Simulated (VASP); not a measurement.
Given:

```
CELL_PARAMETERS angstrom
      4.81192     0.00002     0.00000
     -2.40594     4.16722     0.00000
      0.00000     0.00000     3.84912
ATOMIC_POSITIONS crystal
  Te 0.00000 0.00000 0.00000
  K  0.33333 0.66667 0.47160
  K  0.66667 0.33333 0.52840
```

Level of theory: PBEsol GGA, VASP's PBE PAW potentials (set 64) (plane waves; VASP). Numerical set-up: 480 eV cut-off, 4×4×4 Γ-centred mesh, Gaussian smearing of 0.050 eV, potentials Te K_sv.

**Question.** What does the run give for the energy per atom (σ→0), pressure?

**Answer.** 
```
Property                        Value
---------------------  --------------
energy per atom (σ→0)  -2.491 eV/atom
pressure                    10.01 GPa
```

Total energies compare only between runs with the same potentials, cut-off and functional.

The structure was generated: K2Te was put into the CdI2 type (P-3m1), which need not be its known phase. It was relaxed first under an external pressure of 10 GPa.
